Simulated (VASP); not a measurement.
ZnBr: single point with HSE(alpha, omega)

Crystal: ZnBr.

```
CELL_PARAMETERS angstrom
4.91863 0.00000 0.00000
-2.45932 4.25966 0.00000
0.00000 0.00000 4.98648
ATOMIC_POSITIONS crystal
Zn 0.00000 0.00000 0.50000
Br 0.00000 0.00000 0.00000
```

The cell was built by a generator and needn't be a form met in nature.

```
Program                            : VASP 6.6.1
Task                               : single point
Functional                         : HSE(alpha, omega)
Potentials or basis                : VASP PAW PBE potentials, release 64 (Zn, Br)
Cutoff                             : 520 eV
k mesh                             : 3 × 3 × 3
Occupations                        : fermi-dirac, width 0.05 eV
Spin                               : no spin polarisation
Screening parameter                : 0.1
Grid for exact exchange (PRECFOCK) : Fast
Further INCAR settings             : ALGO = Normal; EDIFF = 1e-07
```

| Item | Value |
| --- | --- |
| Pressure | -0.2 GPa |
| Band gap on the k mesh | none (metal or under the smearing width) |

Stress tensor (GPa, compression positive):
```
-0.31  0.00  0.00
 0.00 -0.31  0.00
 0.00  0.00  0.18
```

Levels at points of the mesh, in eV from the Fermi level:
```tsv
k point	band 7	band 8	band 9	band 10	band 11	band 12	band 13
(0.00, 0.00, 0.00)	-6.67	-4.90	-4.90	-3.52	3.53	5.31	5.31
```

Wall time 74 s on 1 thread of Intel(R) Xeon(R) 6975P-C (Granite Rapids) (shared host), peak memory 0.32 GiB.

Caveat: the k mesh is coarse (spacing up to 0.49 Å⁻¹), so the values aren't converged, least of all with exact exchange; the PAW data sets were made with another functional, which shifts forces and pressure a little; an odd number of electrons without spin polarisation forces a metal; a magnetic or distorted state may lie lower.
